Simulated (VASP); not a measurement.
Given:

```
CELL_PARAMETERS angstrom
      2.15987     1.24700     3.79962
     -2.15987     1.24700     3.79962
      0.00000    -2.49400     3.79962
ATOMIC_POSITIONS crystal
  Sb 0.26826 0.26826 0.26826
  Sb 0.73174 0.73174 0.73174
```

The numbers are results of PBE GGA, VASP's PBE PAW potentials (set 64) (plane waves; VASP 6.6.1), not measurements. Numerical set-up: 300 eV cut-off, 6×6×6 Γ-centred mesh, Fermi-Dirac smearing of 0.10 eV, potentials Sb.

Energy and stress use the plane-wave basis of the starting cell.

The ions, cell shape and volume are relaxed. Give the cell that the relaxation ends in.

```
CELL_PARAMETERS angstrom
      2.18964     1.26419     3.86139
     -2.18964     1.26419     3.86139
      0.00000    -2.52838     3.86139
ATOMIC_POSITIONS crystal
  Sb 0.26814 0.26814 0.26814
  Sb 0.73186 0.73186 0.73186
```
Space group R-3m (166), at a tolerance of 0.03 Å.

How do energy and volume change from the first to the last step?

The energy (σ→0) changes by -10.1 meV/atom and the volume by +4.4 %, in 5 ionic steps.

The structure comes from a computed database's Sb entry; how it stands against other phases isn't given here. This run relaxes it. Symmetry was kept, so distortions that lower it aren't found. The run is one of a series of settings (EDIFFG = -0.01, IBRION = 2, ISIF = 3, NSW = 50 against the base run), some of them coarse on purpose.
